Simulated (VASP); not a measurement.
Ru:

```
Ru
1.0
    -1.46157    1.46157    1.46157
     1.46157   -1.46157    1.46157
     1.46157    1.46157   -1.46157
Ru
1
Direct
  0.00000 0.00000 0.00000
```

The cell was built by a generator and needn't be a form met in nature.

| Property | Result |
| --- | --- |
| Program | VASP 6.6.1 |
| Task | relaxation of cell and atoms |
| Functional | LDA |
| Potentials or basis | VASP PAW LDA potentials, release 64 (Ru_pv) |
| Cutoff | 600 eV |
| k mesh | 18 × 18 × 18 |
| Occupations | methfessel-paxton, width 0.1 eV |
| Spin | no spin polarisation |

At the start: pressure 31.9 GPa; volume 12.49 Å³/atom.

Task: Where does the relaxation end?

Result: Over 18 steps the energy falls by 95.3 meV/atom and the volume is 13.52 Å³/atom (+8.3 %); space group Im-3m (No. 229, to 0.05 Å).

The path:
| step | energy change (eV) | largest force (eV/Å) | pressure (GPa) | volume (Å³) |
| --- | --- | --- | --- | --- |
| 1 | 0.0000 | 0.0000 | 31.94 | 12.49 |
| 2 | 0.6494 | 0.0000 | -45.61 | 17.55 |
| 3 | -0.0941 | 0.0000 | -3.09 | 13.65 |
| 4 | -0.0953 | 0.0000 | -0.38 | 13.53 |
| 5 | -0.0953 | 0.0000 | 0.20 | 13.51 |
| 6 | -0.0953 | 0.0000 | 0.22 | 13.51 |
| 7 | -0.0953 | 0.0000 | 0.23 | 13.51 |
| 8 | -0.0953 | 0.0000 | 0.19 | 13.51 |
| 9 | -0.0953 | 0.0000 | 0.19 | 13.51 |
| 10 | -0.0953 | 0.0000 | 0.19 | 13.51 |
| 11 | -0.0953 | 0.0000 | 0.19 | 13.51 |
| 12 | -0.0953 | 0.0000 | 0.19 | 13.51 |
| 13 | -0.0953 | 0.0000 | 0.19 | 13.51 |
| 14 | -0.0953 | 0.0000 | 0.19 | 13.51 |
| 15 | -0.0953 | 0.0000 | 0.20 | 13.51 |
| 16 | -0.0953 | 0.0000 | 0.21 | 13.51 |
| 17 | -0.0953 | 0.0000 | 0.12 | 13.52 |
| 18 | -0.0953 | 0.0000 | 0.06 | 13.52 |

Final structure:
```
Ru
1.0
    -1.50072    1.50072    1.50072
     1.50072   -1.50072    1.50072
     1.50072    1.50072   -1.50072
Ru
1
Direct
  0.00000 0.00000 0.00000
```
